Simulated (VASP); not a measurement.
# HfV₃N₄ (ordered alloy cell): computed properties

Calculation: PBEsol GGA, VASP's PBE PAW potentials (set 64) (plane waves; VASP).

- space group = Pm-3m (221)
- cell = a = b = c = 4.2106 Å, α = β = γ = 90.00°
- volume per atom = 9.33 Å³/atom
- band gap (over mesh and band path) = none (metal, semimetal or under 0.01 eV)
- density = 8.62 g/cm³

```cif
data_HfN4V3
_chemical_formula_sum 'V3 N4 Hf1'
_space_group_name_H-M_alt 'Pm-3m'
_space_group_IT_number 221
_space_group_name_Hall '-P 4 2 3'
_cell_length_a 4.21058
_cell_length_b 4.21058
_cell_length_c 4.21058
_cell_angle_alpha 90.000
_cell_angle_beta 90.000
_cell_angle_gamma 90.000
loop_
_atom_site_label
_atom_site_type_symbol
_atom_site_symmetry_multiplicity
_atom_site_Wyckoff_symbol
_atom_site_fract_x
_atom_site_fract_y
_atom_site_fract_z
_atom_site_occupancy
V1 V 3 c 0.00000 0.50000 0.50000 1
N1 N 3 d 0.00000 0.00000 0.50000 1
N2 N 1 b 0.50000 0.50000 0.50000 1
Hf1 Hf 1 a 0.00000 0.00000 0.00000 1
```

Unless said otherwise, spin-orbit coupling is left out, though it shifts the bands of the heavy elements here.

The structure was generated: HfV3N4 was put into an ordered model structure (Pm-3m), which need not be its known phase. It was relaxed first. Symmetry was kept, so distortions that lower it aren't found. The run is not spin-polarised, so no magnetic state was tried. The electron count is odd and the run is not spin-polarised, which forces a metal.
